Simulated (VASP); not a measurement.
All values below come from optB86b-vdW, VASP's PBE PAW potentials (set 64) (plane waves; VASP).

VASP ran on this input.

INCAR:
```
# general
SYSTEM    =  BAs
PREC      =  Accurate
ENCUT     =  520
LREAL     =  .FALSE.
LASPH     =  .TRUE.   # aspherical one-centre terms

# electronic loop
EDIFF     =  1E-7   # SCF stop (eV)
NELM      =  100   # most electronic steps
ALGO      =  Normal   # blocked Davidson
LMAXMIX   =  4

# smearing
ISMEAR    =  0   # Gaussian
SIGMA     =  0.05   # width (eV)

# functional
GGA       =  MK
LUSE_VDW  =  .TRUE.
AGGAC     =  0.0
PARAM1    =  0.1234
PARAM2    =  1.0

# ions
ISIF      =  2

# output
LWAVE     =  .FALSE.
LCHARG    =  .FALSE.
```

**POSCAR**
```
BAs
1
    0.0000000000     2.4044987796     2.4044987796
    2.4044987796     0.0000000000     2.4044987796
    2.4044987796     2.4044987796     0.0000000000
B As
1 1
Direct
  0.0000000000   0.0000000000   0.0000000000
  0.2500000000   0.2500000000   0.2500000000
```

File KPOINTS:
```
Automatic
0
G
 9 9 9
0 0 0
```

POTCAR, in this order: B As (PBE.64 set). Program: vasp_std.

What does the run give for the energy per atom (σ→0)?

```json
{
 "energy per atom (σ→0)": "-4.680 eV/atom"
}
```

### OSZICAR
```
...
DAV:   7    -0.936679225824E+01    0.55971E-01   -0.19134E-01   784   0.265E+00    0.914E-01
DAV:   8    -0.936027104587E+01    0.65212E-02   -0.24212E-02   648   0.108E+00    0.111E-01
DAV:   9    -0.936053891423E+01   -0.26787E-03   -0.53294E-04   680   0.191E-01    0.648E-02
DAV:  10    -0.936067857886E+01   -0.13966E-03   -0.23566E-04   576   0.120E-01    0.163E-02
DAV:  11    -0.936068445539E+01   -0.58765E-05   -0.66690E-06   824   0.247E-02    0.143E-02
DAV:  12    -0.936068402005E+01    0.43534E-06   -0.23279E-06   592   0.100E-02    0.200E-03
DAV:  13    -0.936068406423E+01   -0.44178E-07   -0.76918E-08   480   0.245E-03
   1 F= -.93606841E+01 E0= -.93606841E+01  d E =-.468266E-18
```

The compound is BAs in the zinc blende structure. It was relaxed first.
